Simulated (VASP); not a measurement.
# Ti2SiTe2 (P-3m1) in VASP: further runs

The runs below take Ti2SiTe2 through equation of state, with PBE.

Program: VASP 6.6.1. These are calculated values, not measurements. Logs are shortened: lines on timing, memory, paths and dates and some standing lists are left out, and cuts for length are marked.

**1. Starting point**

The structure is trigonal, space group P-3m1 (No. 164). The conventional cell has a = 3.659 Å, b = 3.659 Å, c = 10.176 Å, α = 90.00°, β = 90.00°, γ = 120.00°. Ti (site symmetry 3m) is surrounded by 3 Si at 2.56 Å and 3 Te at 2.77 Å. Si (site symmetry -3m) is surrounded by 6 Ti at 2.56 Å. Around Te (site symmetry 3m) lie 3 Ti at 2.77 Å.

The cell was built by a generator and needn't be a form met in nature.

**2. Equation of state, PBE, 23.60 Å³/atom**

Contents of INCAR:

```
ALGO = Normal
EDIFF = 1E-6
EDIFFG = -0.02
ENCUT = 520
GGA = PE
IBRION = 2
ISIF = 4
ISMEAR = 0
KPAR = 4
LASPH = T
LCHARG = F
LREAL = F
LWAVE = F
NELM = 100
NSW = 30
PREC = Accurate
SIGMA = 0.1
```

Contents of KPOINTS:

```
k-points
0
Gamma
  10 10 4
```

Contents of POSCAR:

```
Ti2SiTe2
1.0
    3.6591360000      0.0000000000      0.0000000000
   -1.8295680000      3.1689050000      0.0000000000
    0.0000000000      0.0000000000     10.1759100000
Ti Si Te
2 1 2
Direct
    0.3333330000      0.6666670000      0.1426560000
    0.6666670000      0.3333330000      0.8573440000
    0.0000000000      0.0000000000      0.0000000000
    0.6666670000      0.3333330000      0.3187160000
    0.3333330000      0.6666670000      0.6812840000
```

Potentials or basis: VASP PAW PBE potentials, release 64 (Ti_sv, Si, Te).

Command:

```
$ cat potpaw_PBE.64/Ti_sv/POTCAR potpaw_PBE.64/Si/POTCAR potpaw_PBE.64/Te/POTCAR > POTCAR
$ mpirun -np 4 vasp_std > vasp.out
```

OUTCAR:

```text
EDIFF = 1E-6
   EDIFFG = -0.02
   ENCUT = 520
   GGA = PE
   IBRION = 2
   ISIF = 4
   ISMEAR = 0
   LASPH = T
   LREAL = F
   NELM = 100
   NSW = 30
   PREC = Accurate

 ion  position               nearest neighbor table
   1  0.333  0.667  0.143-   3 2.56   3 2.56   3 2.56   4 2.77   4 2.77   4 2.77
   2  0.667  0.333  0.857-   3 2.56   3 2.56   3 2.56   5 2.77   5 2.77   5 2.77
   3  0.000  0.000  0.000-   1 2.56   2 2.56   2 2.56   1 2.56   2 2.56   1 2.56
   4  0.667  0.333  0.319-   1 2.77   1 2.77   1 2.77
   5  0.333  0.667  0.681-   2 2.77   2 2.77   2 2.77

  LATTYP: Found a hexagonal cell.
 ALAT       =     3.6591360000
 C/A-ratio  =     2.7809597676

  Lattice vectors:

 A1 = (   3.6591360000,   0.0000000000,   0.0000000000)
 A2 = (  -1.8295680000,   3.1689050000,   0.0000000000)
 A3 = (   0.0000000000,   0.0000000000,  10.1759100000)

Analysis of symmetry for initial positions (statically):
=====================================================================
 Subroutine PRICEL returns:
 Original cell was already a primitive cell.

 Routine SETGRP: Setting up the symmetry group for a
 hexagonal supercell.

 Subroutine GETGRP returns: Found 12 space group operations
 (whereof 12 operations were pure point group operations)
 out of a pool of 24 trial point group operations.

The static configuration has the point symmetry D_3d.

Analysis of symmetry for dynamics (positions and initial velocities):
=====================================================================
 Subroutine PRICEL returns:
 Original cell was already a primitive cell.

 Routine SETGRP: Setting up the symmetry group for a
 hexagonal supercell.

 Subroutine GETGRP returns: Found 12 space group operations
 (whereof 12 operations were pure point group operations)
 out of a pool of 24 trial point group operations.

The dynamic configuration has the point symmetry D_3d.

 Subroutine INISYM returns: Found 12 space group operations
 (whereof 12 operations are pure point group operations),
 and found     1 'primitive' translations

----------------------------------------------------------------------------------------

                                     Primitive cell

  volume of cell :     117.9943

  direct lattice vectors                    reciprocal lattice vectors
     3.659136000  0.000000000  0.000000000     0.273288558  0.157783209  0.000000000
    -1.829568000  3.168905000  0.000000000     0.000000000  0.315566418  0.000000000
     0.000000000  0.000000000 10.175910000     0.000000000  0.000000000  0.098271309

  length of vectors
     3.659136000  3.659136232 10.175910000     0.315566438  0.315566418  0.098271309

  position of ions in fractional coordinates (direct lattice)
     0.333333000  0.666667000  0.142656000
     0.666667000  0.333333000  0.857344000
     0.000000000  0.000000000  0.000000000
     0.666667000  0.333333000  0.318716000
     0.333333000  0.666667000  0.681284000

  ion indices of the primitive-cell ions
   primitive index   ion index
                 1           1
                 2           2
                 3           3
                 4           4
                 5           5

----------------------------------------------------------------------------------------

 KPOINTS: k-points

Automatic generation of k-mesh.
 Grid dimensions read from file:
 generate k-points for:   10   10    4

 Generating k-lattice:

  Cartesian coordinates                     Fractional coordinates (reciprocal lattice)
     0.027328856  0.015778321  0.000000000     0.100000000  0.000000000  0.000000000
     0.000000000  0.031556642  0.000000000     0.000000000  0.100000000  0.000000000
     0.000000000  0.000000000  0.024567827     0.000000000  0.000000000  0.250000000

  Length of vectors
     0.031556644  0.031556642  0.024567827

  Shift w.r.t. Gamma in fractional coordinates (k-lattice)
     0.000000000  0.000000000  0.000000000

 Subroutine IBZKPT returns following result:
 ===========================================

 Found     50 irreducible k-points:

 Following reciprocal coordinates:
            Coordinates               Weight
  0.000000  0.000000  0.000000      1.000000
  0.100000  0.000000  0.000000      6.000000
  0.200000  0.000000  0.000000      6.000000
  0.300000 -0.000000  0.000000      6.000000
  0.400000 -0.000000  0.000000      6.000000
  0.500000  0.000000  0.000000      3.000000
[... 16 lines left out ...]
  0.000000  0.400000  0.250000      6.000000
  0.500000  0.000000  0.250000      6.000000
 [... further k-points ...]
   k-points           NKPTS =     50   k-points in BZ     NKDIM =     50   number of bands    NBANDS=     24
   number of dos      NEDOS =    301   number of ions     NIONS =      5
   total plane-waves  NPLWV =  62720
   dimension x,y,z NGX =    28 NGY =   28 NGZ =   80
   dimension x,y,z NGXF=    56 NGYF=   56 NGZF=  160
   ions per type =               2   1   2
   NGX,Y,Z   is equivalent  to a cutoff of  12.72, 12.72, 13.07 a.u.
   NGXF,Y,Z  is equivalent  to a cutoff of  25.44, 25.44, 26.14 a.u.
 SYSTEM =  unknown system
   PREC   = accura    normal or accurate (medium, high low for compatibility)
   ISTART =      0    job   : 0-new  1-cont  2-samecut
   ICHARG =      2    charge: 1-file 2-atom 10-const
   ISPIN  =      1    spin polarized calculation?
   LNONCOLLINEAR =      F non collinear calculations
   LSORBIT =      F    spin-orbit coupling
   LASPH  =      T    aspherical Exc in radial PAW
   ENCUT  =  520.0 eV  38.22 Ry    6.18 a.u.   6.80  6.80 18.92*2*pi/ulx,y,z
   NELM   =    100;   NELMIN=  2; NELMDL= -5     # of ELM steps
   EDIFF  = 0.1E-05   stopping-criterion for ELM
   LREAL  =      F    real-space projection
   EDIFFG = -.2E-01   stopping-criterion for IOM
   NSW    =     30    number of steps for IOM
   IBRION =      2    ionic relax: 0-MD 1-quasi-New 2-CG
   NFREE  =      1    steps in history (QN), initial steepest desc. (CG)
   ISIF   =      4    stress and relaxation
   ISYM   =      2    0-nonsym 1-usesym 2-fastsym
   POTIM  = 0.5000    time-step for ionic-motion
   TEBEG  =    0.0;   TEEND  =   0.0 temperature during run
   PSTRESS=    0.0 pullay stress
   NELECT =      40.0000    total number of electrons
   NUPDOWN=      -1.0000    fix difference up-down
   EMIN   =  10.00;   EMAX   =-10.00  energy-range for DOS
   EFERMI =   0.00;   METHOD = LEGACY
   ISMEAR =     0;   SIGMA  =   0.10  broadening in eV -4-tet -1-fermi 0-gaus
   EFERMI_NEDOS =   21; number of points for ismear=-14 and -15
   IALGO  =     38    algorithm
   IMIX   =      4    mixing-type and parameters
     AMIX     =   0.40;   BMIX     =  1.00
     AMIX_MAG =   1.60;   BMIX_MAG =  1.00
  volume/ion in A,a.u.               =      23.60       159.25
  Fermi-wavevector in a.u.,A,eV,Ry     =   1.141496  2.157115 17.728577  1.303014
  Thomas-Fermi vector in A             =   2.278196
   LORBIT       =      0    0 simple, 1 ext, 2 COOP (PROOUT), +10 PAW based schemes
   GGA     = PE    functional components
   LHFCALC =     F    Hartree Fock is set to
   AEXX    =    0.0000 exact exchange contribution
   IVDW    =     0    specifies the selected vdW correction
   LEPSILON=     F    determine dielectric tensor
   LRPA    =     F    only Hartree local field effects (RPA)
 conjugate gradient relaxation of ions
 non-spin polarized calculation
 Gauss-broadening in eV      SIGMA  =   0.10
  energy-cutoff  :      520.00
  volume of cell :      117.99
 maximum number of plane-waves:      3196
   NGX = 13   NGY = 13   NGZ = 37

 number of electron      40.0000000 magnetization

 Free energy of the ion-electron system (eV)
  ---------------------------------------------------
  ext. energy  EPLUGINS =         0.00000000
  ---------------------------------------------------
  free energy    TOTEN  =       -30.38886609 eV

  energy without entropy =      -30.37938051  energy(sigma->0) =      -30.38412330

 E-fermi :   6.5825     XC(G=0):  -9.9607

 val. band max:        6.5790409620   @ k =   0.1000   0.0000   0.5000
 cond. band min:       6.5866618617   @ k =   0.0000   0.1000   0.2500
 fundamental gap:      0.0076208997
 Fermi energy:         6.5824570046

 k-point     1 :       0.0000    0.0000    0.0000
  band No.  band energies     occupation
      1     -50.4339      2.00000
      2     -50.4294      2.00000
      3     -26.7067      2.00000
      4     -26.6857      2.00000
      5     -26.6857      2.00000
      6     -26.6790      2.00000
[... 16 lines left out ...]
     23       7.7760      0.00000
     24       8.6210      0.00000

 k-point     2 :       0.1000    0.0000    0.0000
  band No.  band energies     occupation
      1     -50.4333      2.00000
      2     -50.4291      2.00000
      3     -26.7053      2.00000
      4     -26.6919      2.00000
      5     -26.6874      2.00000
      6     -26.6840      2.00000
[... 16 lines left out ...]
     23       7.7091      0.00000
     24       8.3228      0.00000

 k-point     3 :       0.2000    0.0000    0.0000
  band No.  band energies     occupation
      1     -50.4319      2.00000
      2     -50.4283      2.00000
      3     -26.7084      2.00000
      4     -26.7051      2.00000
      5     -26.6921      2.00000
      6     -26.6915      2.00000
[... 16 lines left out ...]
     23       7.6515      0.00000
     24       8.2657      0.00000
[... 514 lines left out ...]
 k-point    23 :       0.0000    0.4000    0.2500
  band No.  band energies     occupation
      1     -50.4285      2.00000
      2     -50.4266      2.00000
      3     -26.7419      2.00000
      4     -26.7330      2.00000
      5     -26.7005      2.00000
      6     -26.6894      2.00000
[... 16 lines left out ...]
     23       8.0263      0.00000
     24       8.3556      0.00000

 k-point    24 :       0.5000    0.0000    0.2500
  band No.  band energies     occupation
      1     -50.4278      2.00000
      2     -50.4264      2.00000
      3     -26.7477      2.00000
      4     -26.7382      2.00000
      5     -26.7020      2.00000
      6     -26.6905      2.00000
[... 16 lines left out ...]
     23       8.2111      0.00000
     24       8.2350      0.00000

 [... further k-points ...]
[... 5 lines left out ...]
  --------------------------------------------------------------------------------------
  -------------------------------------------------------------------------------------
  Total        0.0081801      0.0081801     -0.0032893      0.0000000      0.0000000      0.0000000
  in kB        0.1110733      0.1110733     -0.0446637      0.0000000      0.0000000      0.0000000
  external PRESSURE =       0.0591610 kB  Pullay stress =       0.0000000 kB

 VOLUME and BASIS-vectors are now :
 -----------------------------------------------------------------------------
  energy-cutoff  :      520.00
  volume of cell :      117.99
      direct lattice vectors                 reciprocal lattice vectors
     3.659136000  0.000000000  0.000000000     0.273288558  0.157783209  0.000000000
    -1.829568000  3.168905000  0.000000000     0.000000000  0.315566418  0.000000000
     0.000000000  0.000000000 10.175910000     0.000000000  0.000000000  0.098271309

 POSITION                                       TOTAL-FORCE (eV/Angst)
 -----------------------------------------------------------------------------------
     -0.00000      2.11260      1.45165        -0.000000      0.000000     -0.005150
      1.82957      1.05630      8.72426         0.000000     -0.000000      0.005150
      0.00000      0.00000      0.00000        -0.000000      0.000000      0.000000
      1.82957      1.05630      3.24323         0.000000     -0.000000     -0.002423
     -0.00000      2.11260      6.93268        -0.000000      0.000000      0.002423
 -----------------------------------------------------------------------------------
    total drift:                                0.000000     -0.000000      0.000000

  FREE ENERGIE OF THE ION-ELECTRON SYSTEM (eV)
  ---------------------------------------------------
  free  energy   TOTEN  =       -30.3888660889 eV

  energy  without entropy=      -30.3793805146  energy(sigma->0) =      -30.38412330

 reached required accuracy - stopping structural energy minimisation
```

Run time: 67 s. Hardware: 4 MPI ranks of AMD EPYC 7R13 (Zen 3), shared host; peak memory 0.31 GiB.

Results:

```
Free energy            : -30.3889 eV
Pressure               : 0.0 GPa
Largest force          : 0.005 eV/Å
Band gap on the k mesh : none (metal or under the smearing width)
```

Caveat: this functional lacks dispersion, which binds the layers, so the pressure and a relaxed spacing across them are unreliable.

**3. Equation of state, PBE, 22.89 Å³/atom (volume scaled by 0.97)**

INCAR is that of step 2.

KPOINTS is that of step 2.

POSCAR, as its differences from that of step 2:

```diff
@@ -2,5 +2,5 @@
 1.0
-    3.6591360000      0.0000000000      0.0000000000
-   -1.8295680000      3.1689050000      0.0000000000
-    0.0000000000      0.0000000000     10.1759100000
+    3.6221725031      0.0000000000      0.0000000000
+   -1.8110862516      3.1368936700      0.0000000000
+    0.0000000000      0.0000000000     10.0731160023
 Ti Si Te
```

Potentials or basis: VASP PAW PBE potentials, release 64 (Ti_sv, Si, Te).

Command:

```
$ cat potpaw_PBE.64/Ti_sv/POTCAR potpaw_PBE.64/Si/POTCAR potpaw_PBE.64/Te/POTCAR > POTCAR
$ mpirun -np 4 vasp_std > vasp.out
```

Wall time 3 min (4 MPI ranks of AMD EPYC 7R13 (Zen 3), shared host); peak memory 0.32 GiB.

The run converged. Its results:

- Free energy: -30.3797 eV
- Pressure: 0.8 GPa
- Largest force: 0.018 eV/Å
- Band gap on the k mesh: none (metal or under the smearing width)

Caveat: this functional lacks dispersion, which binds the layers, so the pressure and a relaxed spacing across them are unreliable.

**4. Equation of state, PBE, 24.31 Å³/atom (volume scaled by 1.03)**

INCAR is that of step 3.

KPOINTS is that of step 3.

POSCAR, as its differences from that of step 3:

```diff
@@ -2,5 +2,5 @@
 1.0
-    3.6221725031      0.0000000000      0.0000000000
-   -1.8110862516      3.1368936700      0.0000000000
-    0.0000000000      0.0000000000     10.0731160023
+    3.6953674256      0.0000000000      0.0000000000
+   -1.8476837128      3.2002823376      0.0000000000
+    0.0000000000      0.0000000000     10.2766681369
 Ti Si Te
```

Command:

```
$ cat potpaw_PBE.64/Ti_sv/POTCAR potpaw_PBE.64/Si/POTCAR potpaw_PBE.64/Te/POTCAR > POTCAR
$ mpirun -np 4 vasp_std > vasp.out
```

Run time: 3.6 min. Hardware: 4 MPI ranks of AMD EPYC 7R13 (Zen 3), shared host; peak memory 0.32 GiB.

The run converged. Its results:

- Free energy: -30.3856 eV
- Pressure: -0.4 GPa
- Largest force: 0.010 eV/Å
- Band gap on the k mesh: none (metal or under the smearing width)

Caveat: this functional lacks dispersion, which binds the layers, so the pressure and a relaxed spacing across them are unreliable.

**5. Equation of state, PBE, 22.18 Å³/atom (volume scaled by 0.94)**

INCAR is that of step 4.

KPOINTS is that of step 4.

POSCAR, as its differences from that of step 4:

```diff
@@ -2,5 +2,5 @@
 1.0
-    3.6953674256      0.0000000000      0.0000000000
-   -1.8476837128      3.2002823376      0.0000000000
-    0.0000000000      0.0000000000     10.2766681369
+    3.5844387955      0.0000000000      0.0000000000
+   -1.7922193978      3.1042153178      0.0000000000
+    0.0000000000      0.0000000000      9.9681800795
 Ti Si Te
```

Command:

```
$ cat potpaw_PBE.64/Ti_sv/POTCAR potpaw_PBE.64/Si/POTCAR potpaw_PBE.64/Te/POTCAR > POTCAR
$ mpirun -np 4 vasp_std > vasp.out
```

It took 4.9 min on 4 MPI ranks of AMD EPYC 7R13 (Zen 3), shared host; peak memory 0.32 GiB.

The run converged. Its results:

```yaml
Free_energy: -30.3486 eV
Pressure: 2.0 GPa
Largest_force: 0.019 eV/Å
Band_gap_on_the_k_mesh: none (metal or under the smearing width)
```

Caveat: this functional lacks dispersion, which binds the layers, so the pressure and a relaxed spacing across them are unreliable.

**6. Equation of state, PBE, 25.01 Å³/atom (volume scaled by 1.06)**

INCAR is that of step 5.

KPOINTS is that of step 5.

POSCAR, as its differences from that of step 5:

```diff
@@ -2,5 +2,5 @@
 1.0
-    3.5844387955      0.0000000000      0.0000000000
-   -1.7922193978      3.1042153178      0.0000000000
-    0.0000000000      0.0000000000      9.9681800795
+    3.7309019846      0.0000000000      0.0000000000
+   -1.8654509923      3.2310561710      0.0000000000
+    0.0000000000      0.0000000000     10.3754883158
 Ti Si Te
```

Potentials or basis: VASP PAW PBE potentials, release 64 (Ti_sv, Si, Te).

Command:

```
$ cat potpaw_PBE.64/Ti_sv/POTCAR potpaw_PBE.64/Si/POTCAR potpaw_PBE.64/Te/POTCAR > POTCAR
$ mpirun -np 4 vasp_std > vasp.out
```

Wall time 5.2 min (4 MPI ranks of AMD EPYC 7R13 (Zen 3), shared host); peak memory 0.33 GiB.

The run converged. Its results:

```
Free energy            : -30.3792 eV
Pressure               : -0.4 GPa
Largest force          : 0.014 eV/Å
Band gap on the k mesh : none (metal or under the smearing width)
```

Caveat: this functional lacks dispersion, which binds the layers, so the pressure and a relaxed spacing across them are unreliable.

**7. Equation of state, PBE, 21.47 Å³/atom (volume scaled by 0.91)**

INCAR is that of step 6.

KPOINTS is that of step 6.

POSCAR, as its differences from that of step 6:

```diff
@@ -2,5 +2,5 @@
 1.0
-    3.7309019846      0.0000000000      0.0000000000
-   -1.8654509923      3.2310561710      0.0000000000
-    0.0000000000      0.0000000000     10.3754883158
+    3.5458934555      0.0000000000      0.0000000000
+   -1.7729467278      3.0708340714      0.0000000000
+    0.0000000000      0.0000000000      9.8609870398
 Ti Si Te
```

Command:

```
$ cat potpaw_PBE.64/Ti_sv/POTCAR potpaw_PBE.64/Si/POTCAR potpaw_PBE.64/Te/POTCAR > POTCAR
$ mpirun -np 4 vasp_std > vasp.out
```

Wall time 5.5 min (4 MPI ranks of AMD EPYC 7R13 (Zen 3), shared host); peak memory 0.32 GiB.

Results (log left out):

- Free energy: -30.2851 eV
- Pressure: 3.7 GPa
- Largest force: 0.004 eV/Å
- Band gap on the k mesh: none (metal or under the smearing width)

Caveat: this functional lacks dispersion, which binds the layers, so the pressure and a relaxed spacing across them are unreliable.

**8. Equation of state, PBE, 25.72 Å³/atom (volume scaled by 1.09)**

INCAR is that of step 7.

KPOINTS is that of step 7.

POSCAR, as its differences from that of step 7:

```diff
@@ -2,5 +2,5 @@
 1.0
-    3.5458934555      0.0000000000      0.0000000000
-   -1.7729467278      3.0708340714      0.0000000000
-    0.0000000000      0.0000000000      9.8609870398
+    3.7657722486      0.0000000000      0.0000000000
+   -1.8828861243      3.2612547080      0.0000000000
+    0.0000000000      0.0000000000     10.4724611170
 Ti Si Te
```

Command:

```
$ cat potpaw_PBE.64/Ti_sv/POTCAR potpaw_PBE.64/Si/POTCAR potpaw_PBE.64/Te/POTCAR > POTCAR
$ mpirun -np 4 vasp_std > vasp.out
```

Wall time 6.5 min (4 MPI ranks of AMD EPYC 7R13 (Zen 3), shared host); peak memory 0.33 GiB.

The run converged. Its results:

| Item | Value |
| --- | --- |
| Free energy | -30.3735 eV |
| Pressure | -0.2 GPa |
| Largest force | 0.009 eV/Å |
| Band gap on the k mesh | none (metal or under the smearing width) |

Caveat: this functional lacks dispersion, which binds the layers, so the pressure and a relaxed spacing across them are unreliable.
